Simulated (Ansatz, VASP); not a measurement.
**One calculation of NbCd3, two programs**

```
CELL_PARAMETERS angstrom
4.21500 0.00000 0.00000
0.00000 4.21500 0.00000
0.00000 0.00000 4.21500
ATOMIC_POSITIONS crystal
Nb 0.00000 0.00000 0.00000
Cd 0.00000 0.50000 0.50000
Cd 0.50000 0.00000 0.50000
Cd 0.50000 0.50000 0.00000
```

Alike in both runs: task single point; functional r2SCAN; k mesh 4 × 4 × 4; occupations gaussian, width 0.1 eV; no spin polarisation.

|  | VASP | Ansatz |
| --- | --- | --- |
| version | VASP 6.6.1 | Ansatz 0.2.0 |
| potentials or method | VASP PAW PBE potentials, release 64 (Nb_sv, Cd) | scalar-relativistic, plane waves, PAW |
| plane-wave cutoff (eV) | 520 | 500 |
| valence electrons in the cell | 49 | 73 |

VASP gave:

| Quantity | Value |
| --- | --- |
| gap on the k mesh at the Fermi level (eV) | none |
| pressure (GPa) | 5.3 |

Which values does Ansatz return?

gap on the k mesh at the Fermi level (eV): none; pressure (GPa): 4.6.

A gap of «none» marks a metal or a gap that the smearing closes. With one functional, cell and mesh, what is left measures potentials, basis and numerics. The two sets of potentials don't hold the same shells in valence.

Caveats: the k mesh is coarse (spacing up to 0.37 Å⁻¹), so the values aren't converged; the PAW data sets were made with another functional, which shifts forces and pressure a little (VASP).
